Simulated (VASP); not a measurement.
An input for Ansatz (written as the equivalent of a VASP run, and not itself run):

Ansatz 0.2 input:
```yaml
crystal:
  lattice:
    - [2.7605416, 0.0000000, 0.0000000]
    - [0.0000000, 2.7605416, 0.0000000]
    - [0.0000000, 0.0000000, 2.7605416]
  atoms:
    - { symbol: Al, position: [0.5000000, 0.5000000, 0.5000000] }
    - { symbol: Co, position: [0.0000000, 0.0000000, 0.0000000] }
kpoints:
  mp_grid: { grid: [12, 12, 12] }
hamiltonian:
  xc: pbesol
  pseudopotentials: { kind: paw }
scf:
  occupations: { method: methfessel_paxton, width: 0.1 }
  max_iter: 100
relax:
  max_steps: 40
  f_tol: 0.01
  cell: { p_target: 15 }
output: { forces: true, stress: true, eigenvalues: true }
```

Problem. Translate this input to VASP (INCAR, KPOINTS, POSCAR, choice of POTCAR).

Solution. One answer among several that fit: 
File POSCAR:
```
CoAl
1.0
  2.7605415781   0.0000000000   0.0000000000
  0.0000000000   2.7605415781   0.0000000000
  0.0000000000   0.0000000000   2.7605415781
Al Co
1 1
Direct
  0.5000000000   0.5000000000   0.5000000000
  0.0000000000   0.0000000000   0.0000000000
```

**KPOINTS**
```
Automatic mesh
0
Gamma
12 12 12
0 0 0
```

INCAR:
```
ALGO=Normal
EDIFF=1E-7
EDIFFG=-0.01
ENCUT=480
GGA=PS
IBRION=2
ISIF=3
ISMEAR=1
LASPH=.TRUE.
LCHARG=.FALSE.
LMAXMIX=4
LREAL=.FALSE.
LWAVE=.FALSE.
NELM=100
NSW=40
PREC=Accurate
PSTRESS=150
SIGMA=0.1
SYSTEM=CoAl
```

POTCAR, in this order: Al Co (PBE.64 set). Program: vasp_std.

What does not carry over: each code has its own PAW files, so the cut-off isn't converted (ENCUT is set for VASP's; basis.ecutwfc is left out, and Ansatz then takes the one that its files recommend); Ansatz stops its SCF on the density residual and VASP on the energy change (EDIFF).

The compound is CoAl in the CsCl type structure. It was relaxed first under an external pressure of 15 GPa.
